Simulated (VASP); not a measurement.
Computed with AM05 GGA, VASP's PBE PAW potentials (set 64) (plane waves; VASP).

VASP ran on this input.

**INCAR**
```
# general
SYSTEM  =  MgS
PREC    =  Accurate
ENCUT   =  520
LREAL   =  .FALSE.
LASPH   =  .TRUE.

# electronic loop
EDIFF   =  1E-7
NELM    =  100
ALGO    =  Normal

# smearing
ISMEAR  =  0
SIGMA   =  0.05

# functional
GGA     =  AM

# ions
ISIF    =  2

# output
LWAVE   =  .FALSE.
LCHARG  =  .FALSE.
```

File POSCAR:
```
MgS
3.6298960
  0.0000000000   0.7071068648   0.7071068648
  0.7071068648   0.0000000000   0.7071068648
  0.7071068648   0.7071068648   0.0000000000
Mg S
1 1
Cart
  0.0000000000   0.0000000000   0.0000000000
  0.7071068648   0.7071068648   0.7071068648
```

**KPOINTS**
```
Automatic
0
gamma
9 9 9
```

POTCAR, in this order: Mg S (PBE.64 set). Program: vasp_std.

Output

File OSZICAR:
```
       N       E                     dE             d eps       ncg     rms          rms(c)
DAV:   1     0.213915277889E+02    0.21392E+02   -0.36922E+03   584   0.805E+02
DAV:   2    -0.806182330988E+01   -0.29453E+02   -0.28085E+02   760   0.106E+02
DAV:   3    -0.898948480039E+01   -0.92766E+00   -0.92766E+00   672   0.256E+01
DAV:   4    -0.899411719390E+01   -0.46324E-02   -0.46324E-02   912   0.204E+00
DAV:   5    -0.899411885375E+01   -0.16598E-05   -0.16599E-05   712   0.384E-02    0.439E+00
DAV:   6    -0.868642634255E+01    0.30769E+00   -0.74712E-01   576   0.435E+00    0.332E+00
DAV:   7    -0.864745775836E+01    0.38969E-01   -0.20513E-01   736   0.247E+00    0.202E+00
DAV:   8    -0.864675383696E+01    0.70392E-03   -0.11038E-02   640   0.887E-01    0.682E-01
DAV:   9    -0.864664149033E+01    0.11235E-03   -0.32280E-04   728   0.156E-01    0.243E-01
DAV:  10    -0.864666948221E+01   -0.27992E-04   -0.11508E-04   760   0.715E-02    0.162E-02
DAV:  11    -0.864666762543E+01    0.18568E-05   -0.16382E-05   696   0.215E-02    0.137E-02
DAV:  12    -0.864666760779E+01    0.17639E-07   -0.32563E-07   808   0.500E-03
   1 F= -.86466676E+01 E0= -.86466676E+01  d E =-.471003E-15
```

OUTCAR:
```
------------------------ aborting loop because EDIFF is reached ----------------------------------------
  FORCE on cell =-STRESS in cart. coord.  units (eV):
  Direction    XX          YY          ZZ          XY          YZ          ZX
  --------------------------------------------------------------------------------------
  Total        0.5270459      0.5270459      0.5270459     -0.0000000      0.0000000     -0.0000000
  in kB       24.9684330     24.9684330     24.9684330     -0.0000000      0.0000000     -0.0000000
  external PRESSURE =      24.9684330 kB  Pullay stress =       0.0000000 kB
  volume of cell :       33.82
      direct lattice vectors                 reciprocal lattice vectors
     0.000000000  2.566724380  2.566724380    -0.194800815  0.194800815  0.194800815
     2.566724380  0.000000000  2.566724380     0.194800815 -0.194800815  0.194800815
     2.566724380  2.566724380  0.000000000     0.194800815  0.194800815 -0.194800815
 POSITION                                       TOTAL-FORCE (eV/Angst)
 -----------------------------------------------------------------------------------
      0.00000      0.00000      0.00000         0.000000     -0.000000      0.000000
      2.56672      2.56672      2.56672        -0.000000      0.000000     -0.000000
 -----------------------------------------------------------------------------------
    total drift:                                0.000000      0.000000      0.000000
  FREE ENERGIE OF THE ION-ELECTRON SYSTEM (eV)
  ---------------------------------------------------
  free  energy   TOTEN  =        -8.6466676078 eV

  energy  without entropy=       -8.6466676078  energy(sigma->0) =       -8.64666761
```
(Selected blocks of OUTCAR.)

The compound is MgS in the rock salt structure. This cell is one point of a volume scan, at 0.97 of the reference volume.
